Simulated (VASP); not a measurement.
VASP input:

POSCAR:
```
TePt
1
    4.1110000000     0.0000000000     0.0000000000
   -2.0555000000     3.5602300000     0.0000000000
    0.0000000000     0.0000000000     5.4460000000
Pt Te
2 2
Direct
  0.0000000000   0.0000000000   0.0000000000
  0.0000000000   0.0000000000   0.5000000000
  0.3333330000   0.6666670000   0.2500000000
  0.6666670000   0.3333330000   0.7500000000
```

**INCAR**
```
SYSTEM=TePt
PREC=Accurate; ENCUT=300; LREAL=F
LASPH=T
EDIFF=1E-6; NELM=100; ALGO=Normal
LMAXMIX=6
ISMEAR=0; SIGMA=0.136
GGA=PS
ISIF=2
LWAVE=F; LCHARG=F
```

### KPOINTS
```
kpoints
0
gamma
  2 2 1
```

POTCAR, in this order: Pt Te (PBE.64 set). Program: vasp_std.

Question: Write an equivalent input for Quantum ESPRESSO's pw.x.

Answer: One equivalent input (not run):
```
&CONTROL
  calculation = 'scf'
  pseudo_dir = './pseudo'
  outdir = './out'
  tprnfor = .true.
  tstress = .true.
/
&SYSTEM
  ibrav = 0
  nat = 4
  ntyp = 2
  ecutwfc = 84
  occupations = 'smearing'
  smearing = 'gaussian'
  degauss = 0.009996
  input_dft = 'pbesol'
/
&ELECTRONS
  conv_thr = 7.3e-08
  electron_maxstep = 100
/
ATOMIC_SPECIES
  Pt 195.084 Pt.upf
  Te 127.600 Te.upf
CELL_PARAMETERS angstrom
     4.1110000    0.0000000    0.0000000
    -2.0555000    3.5602300    0.0000000
     0.0000000    0.0000000    5.4460000
ATOMIC_POSITIONS crystal
  Pt   0.0000000  0.0000000  0.0000000
  Pt   0.0000000  0.0000000  0.5000000
  Te   0.3333330  0.6666670  0.2500000
  Te   0.6666670  0.3333330  0.7500000
K_POINTS automatic
  2 2 1 0 0 0
```
Limits of the translation: the potentials are each code's own (VASP's PAW set, PseudoDojo norm-conserving files in pw.x), so ENCUT and ecutwfc are chosen apart and not converted; conv_thr bounds pw.x's estimated SCF error, while EDIFF bounds the energy change between steps.

The structure comes from a measured TePt entry of the Crystallography Open Database, whose conditions weren't checked. The cell was not relaxed at this level. The k-mesh is coarse (spacing up to 1.15 per Å, 2π included), so the numbers may not be converged in it. The run is one of a series of settings (KPOINTS 2×2×1 Γ-centred mesh against the base run), some of them coarse on purpose.
